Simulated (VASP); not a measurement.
Here is the system:

```
CELL_PARAMETERS angstrom
      0.00000     2.82865     2.82865
      2.82865     0.00000     2.82865
      2.82865     2.82865     0.00000
ATOMIC_POSITIONS crystal
  Zn 0.00884 0.99116 0.99116
  Se 0.25000 0.25000 0.25000
```

Computed with r2SCAN meta-GGA, VASP's PBE PAW potentials (set 64) (plane waves; VASP 6.6.1). Settings: 480 eV cut-off, 8×8×8 Γ-centred mesh, Gaussian smearing of 0.050 eV, potentials Zn Se.

### Question
Give the force on each atom (eV/Å).

### Answer

| atom | Fx | Fy | Fz |
|---|---|---|---|
| Zn1 | 0.283 | 0.000 | 0.000 |
| Se2 | -0.283 | 0.000 | 0.000 |

### Question
Give the stress tensor in GPa (positive for a compressed cell).

### Answer

```
 0.38   0.00   0.00
 0.00   0.45  -0.97
 0.00  -0.97   0.45
```
The pressure is its mean diagonal, 0.43 GPa.

The compound is ZnSe in the zinc blende structure. This cell was strained or had an atom moved on purpose.
